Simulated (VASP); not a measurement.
An input for Quantum ESPRESSO's pw.x (written as the equivalent of a VASP run, and not itself run):

```
&CONTROL
  calculation = 'scf'
  pseudo_dir = './pseudo'
  outdir = './out'
  tprnfor = .true.
  tstress = .true.
/
&SYSTEM
  ibrav = 0
  nat = 3
  ntyp = 2
  ecutwfc = 86
  occupations = 'smearing'
  smearing = 'gaussian'
  degauss = 0.003675
  input_dft = 'pbe'
/
&ELECTRONS
  conv_thr = 7.3e-08
  electron_maxstep = 100
/
ATOMIC_SPECIES
  Te 127.600 Te.upf
  Se 78.971 Se.upf
CELL_PARAMETERS angstrom
     3.8856300    0.0000000    0.0000000
    -1.9428150    3.3650540    0.0000000
     0.0000000    0.0000000    6.2683270
ATOMIC_POSITIONS crystal
  Te   0.0000000  0.0000000  0.0000000
  Se   0.3333330  0.6666670  0.2520000
  Se   0.6666670  0.3333330  0.7480000
K_POINTS automatic
  6 6 3 0 0 0
```

Question: Translate this input to VASP (INCAR, KPOINTS, POSCAR, choice of POTCAR).

Answer: Several could match; the one computed here: 
File KPOINTS:
```
Automatic
0
Gamma
6 6 3
```

INCAR:
```
ALGO  =  Normal
EDIFF  =  1E-6
ENCUT  =  400
GGA  =  PE
ISIF  =  2
ISMEAR  =  0
LASPH  =  .True.
LCHARG  =  .False.
LMAXMIX  =  4
LREAL  =  .False.
LWAVE  =  .False.
NELM  =  100
PREC  =  Accurate
SIGMA  =  0.05
SYSTEM  =  TeSe2
```

File POSCAR:
```
TeSe2
1
    3.8856300000     0.0000000000     0.0000000000
   -1.9428150000     3.3650540000     0.0000000000
    0.0000000000     0.0000000000     6.2683270000
Te Se
1 2
Direct
  0.0000000000   0.0000000000   0.0000000000
  0.3333330000   0.6666670000   0.2520000000
  0.6666670000   0.3333330000   0.7480000000
```

POTCAR, in this order: Te Se (PBE.64 set). Program: vasp_std.

Limits of the translation: the potentials are each code's own (VASP's PAW set, PseudoDojo norm-conserving files in pw.x), so ENCUT and ecutwfc are chosen apart and not converted; conv_thr bounds pw.x's estimated SCF error, while EDIFF bounds the energy change between steps.

The structure was generated: TeSe2 was put into the CdI2 type (P-3m1), which need not be its known phase. The cell was not relaxed at this level.
